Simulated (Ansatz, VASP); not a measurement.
# Si (2H polytype (invented)) in two plane-wave programs, part 2 of 2

One calculation is typed for both programs; each brings its own data sets. How far apart do they land? The cell is taken from a series of runs on this material, whose earlier steps may have relaxed, scaled, displaced or heated it; both programs get it as it stands.

VASP 6.6.1 and Ansatz 0.2.0.

So far: Set-up; Ansatz: relaxation of cell and atoms, r2SCAN, pair 1; VASP: relaxation of cell and atoms, r2SCAN, pair 1.

### 4. Differences

Known differences besides the potentials themselves: VASP keeps PBE cores, Ansatz makes them for the functional; fixed occupations in Ansatz, narrow Gaussian smearing in VASP; the cutoff is 500 eV in Ansatz and 550 eV in VASP; Ansatz adds a Pulay correction to the stress that steers its cell, VASP none. Total energies have different zeros and are not compared.

The two programs side by side:

```csv
quantity,Ansatz,VASP,difference
volume (Å³),80.64,80.46,+0.23 %
"edge a after relaxation, in the typed setting (Å)",3.832,3.829,+0.08 %
"edge c after relaxation, in the typed setting (Å)",6.341,6.336,+0.08 %
```

### 5. Ansatz: relaxation of cell and atoms, r2SCAN, pair 2

The relaxed volume is the usual yardstick between codes: in a stiff, nearly cubic crystal its relative difference is about their pressure difference at one cell divided by the bulk modulus.

The cell is taken from a series of runs on this material, whose earlier steps may have relaxed, scaled, displaced or heated it; both programs get it as it stands.

Contents of input.yaml:

```yaml
crystal:
  lattice:
    - [3.84, 0.0, 0.0]
    - [-1.92, 3.325538, 0.0]
    - [0.0, 0.0, 6.270694]
  atoms:
    - { symbol: Si, position: [0.333333, 0.666667, 0.5625] }
    - { symbol: Si, position: [0.666667, 0.333333, 0.0625] }
    - { symbol: Si, position: [0.333333, 0.666667, 0.9375] }
    - { symbol: Si, position: [0.666667, 0.333333, 0.4375] }
kpoints:
  mp_grid: { grid: [9, 9, 6] }
hamiltonian:
  xc: r2scan
  pseudopotentials: { kind: paw, azcp: { folder: soft_1 } }
scf:
  occupations: { method: gaussian, width: 0.02 }
output:
  forces: true
  stress: true
  eigenvalues: true
  write_density: true
  write_potential: true
  elf: true
  volumetric_format: npy
relax:
  adjacent_minimum: "off"
  f_tol: 0.005
  max_steps: 80
  cell: { stress_tol: 0.05 }
```

Launch:

```bash
ansatz run input.yaml --threads 4 --pin off --max-ram 9216MiB --backend cpu --events-out ev --progress --plain --runs-dir out
```

Numbers of over 12 decimals in the logs are rounded to 6 here.

The program printed:

```text
[...]
--- Relaxed structure (5 steps of the walk, 5 accepted, 1 SCFs on fresh bases) ---
[...]
cell:  # Å, volume = 80.6442 Å³
    - [3.832082, 0.0, 0.0]
    - [-1.916041, 3.318680, 0.0]
    - [0.0, 0.0, 6.341221]
  atoms:
    - { symbol: Si, position: [0.333333, 0.666667, 0.563063] }
    - { symbol: Si, position: [0.666667, 0.333333, 0.063063] }
    - { symbol: Si, position: [0.333333, 0.666667, 0.936937] }
    - { symbol: Si, position: [0.666667, 0.333333, 0.436937] }
[key lines of the parts left out:]
SCF converged after 3 iterations
Free energy (F): -2556.212323 eV
Fermi energy:    6.666444 eV
P = ⅓ Tr σ = 0.0002 GPa (0.002 kbar)
```

### 6. VASP: relaxation of cell and atoms, r2SCAN, pair 2

The same cell, functional, mesh and smearing now go to VASP, with its own data sets.

Contents of INCAR:

```
SYSTEM = Si
PREC = Accurate
ENCUT = 550
EDIFF = 1E-07
NELM = 120
ISMEAR = 0
SIGMA = 0.02
LREAL = .FALSE.
ALGO = Normal
METAGGA = R2SCAN
LASPH = .TRUE.
NBANDS = 14
LORBIT = 11
LWAVE = .FALSE.
LCHARG = .FALSE.
ISIF = 3
IBRION = 2
NSW = 80
EDIFFG = -0.005
GGA_COMPAT = .FALSE.
NELMIN = 4
EFERMI = MIDGAP
LMIXTAU = .TRUE.
KPAR = 2
```

Contents of POSCAR:

```
Si
1.0
    3.8400000000      0.0000000000      0.0000000000
   -1.9200000000      3.3255380000      0.0000000000
    0.0000000000      0.0000000000      6.2706940000
Si
4
Direct
    0.3333332832      0.6666665664      0.5624999402
    0.6666667168      0.3333334336      0.0624999402
    0.3333332832      0.6666665664      0.9375000598
    0.6666667168      0.3333334336      0.4375000598
```

Contents of KPOINTS:

```
Automatic mesh
0
Gamma
9 9 6
0 0 0
```

Potentials, in the order of the species: Si (PBE family, release 64).

Launch:

```bash
mpirun -np 2 vasp_std
```

The program printed:

```text
[banner, memory and clock lines left out]
running    2 mpi-ranks, on    1 nodes
[...]
[... a notice as in an earlier step ...]

 LDA part: xc-table for (None), standard interpolation
 POSCAR, INCAR and KPOINTS ok, starting setup
[...]
entering main loop
       N       E                     dE             d eps       ncg     rms          rms(c)
DAV:   1     0.160817973745E+02    0.16082E+02   -0.65021E+03  1344   0.101E+03
DAV:   2    -0.351691801721E+02   -0.51251E+02   -0.46371E+02  1800   0.136E+02
DAV:   3    -0.373528373577E+02   -0.21837E+01   -0.21551E+01  1802   0.271E+01
DAV:   4    -0.373819050039E+02   -0.29068E-01   -0.29031E-01  1628   0.390E+00
[...]
DAV:  18    -0.350405350179E+02   -0.60231E-04   -0.21928E-05  1398   0.449E-02    0.102E-02
DAV:  19    -0.350405466865E+02   -0.11669E-04   -0.47657E-06  1494   0.218E-02    0.685E-03
DAV:  20    -0.350405467254E+02   -0.38895E-07   -0.32432E-07  1662   0.383E-03
   1 F= -.35040547E+02 E0= -.35040547E+02  d E =-.350405E+02
[... from here on, the cycles between the ionic steps are left out ...]
   2 F= -.35043540E+02 E0= -.35043540E+02  d E =-.299328E-02
   3 F= -.35045799E+02 E0= -.35045799E+02  d E =-.525253E-02
   4 F= -.35046801E+02 E0= -.35046801E+02  d E =-.100160E-02
   5 F= -.35046827E+02 E0= -.35046827E+02  d E =-.102752E-02
   6 F= -.35046838E+02 E0= -.35046838E+02  d E =-.114511E-04
   7 F= -.35046845E+02 E0= -.35046845E+02  d E =-.185419E-04
[...]
reached required accuracy - stopping structural energy minimisation
```

From OUTCAR (step 6):

```text
  Total        0.0029083      0.0029083      0.0031829      0.0000000     -0.0000000      0.0000000
  in kB        0.0579145      0.0579145      0.0633820      0.0000000     -0.0000000      0.0000000
  external PRESSURE =       0.0597370 kB  Pullay stress =       0.0000000 kB

 POSITION                                       TOTAL-FORCE (eV/Angst)
 -----------------------------------------------------------------------------------
     -0.00000      2.21080      3.56752         0.000000     -0.000000      0.000435
      1.91461      1.10540      0.39951        -0.000000      0.000000      0.000435
     -0.00000      2.21080      5.93650        -0.000000     -0.000000     -0.000435
      1.91461      1.10540      2.76850         0.000000      0.000000     -0.000435
 -----------------------------------------------------------------------------------
    total drift:                               -0.000001     -0.000001     -0.000001

  FREE ENERGIE OF THE ION-ELECTRON SYSTEM (eV)
  ---------------------------------------------------
  free  energy   TOTEN  =       -35.0468453165 eV

  energy  without entropy=      -35.0468453165  energy(sigma->0) =      -35.04684532

[... 2 parts as in an earlier step ...]

[... 2 further parts left out ...]
[key lines of the parts left out:]
E-fermi :   6.2903
```

### 7. Differences

Compared:

```
                                         quantity  Ansatz   VASP  difference
                                      volume (Å³)   80.64  80.46     +0.23 %
edge a after relaxation, in the typed setting (Å)   3.832  3.829     +0.08 %
edge c after relaxation, in the typed setting (Å)   6.341  6.336     +0.08 %
```

### 8. Summary of results

* difference in volume (relaxation of cell and atoms, r2SCAN, pair 1): 0.23 %
* difference in volume (relaxation of cell and atoms, r2SCAN, pair 2): 0.23 %

**Reading.** The difference in volume is 0.23 % (relaxation of cell and atoms, r2SCAN, pair 1), within the 1.2 % picked in this series as the mark of a large difference, as far as the stopping tolerances let one tell. Such differences can come from data sets, numerical settings and the points named under the comparisons, not from the functional's error against experiment.

[Lines on the potential files, build, host, timing and source positions are cut from VASP's logs without a mark.]

[Logs are printed without paths, hosts, clocks, repeated set-up lines and the standing remarks that a program may print on its own settings, such as how far it seeks lower states.]

[Hosts, paths, dates, database ids (printed as entryN), source tags and the programs' standing remarks are cut or masked in the printed files.]
